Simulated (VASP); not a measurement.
Input:

```
GaN
1.0
    0.00000     2.29943     2.29943
    2.29943     0.00000     2.29943
    2.29943     2.29943     0.00000
Ga N
1 1
Direct
  0.00000   0.00000   0.00000
  0.25000   0.25000   0.25000
```

These are vdW-DF2, VASP's PBE PAW potentials (set 64) (plane waves; VASP 6.6.1) values and carry that method's errors. Numerical set-up: 520 eV cut-off, 10×10×10 Γ-centred mesh, Gaussian smearing of 0.050 eV, potentials Ga_d N.

### Question
What does the run give for the energy per atom (σ→0), pressure, band gap (on the k-mesh) with the smallest direct gap where there is one?

### Answer

```
Quantity                                      Value
-----------------------------------  --------------
band gap (on the k-mesh)                    1.31 eV
smallest direct gap (on the k-mesh)         1.31 eV
energy per atom (σ→0)                -3.333 eV/atom
pressure                                   4.69 GPa
```

Only differences to runs with the same potentials and settings are physical.

The compound is GaN in the zinc blende structure, a metastable form; wurtzite is the usual one. This cell is one point of a volume scan, at 0.97 of the reference volume.
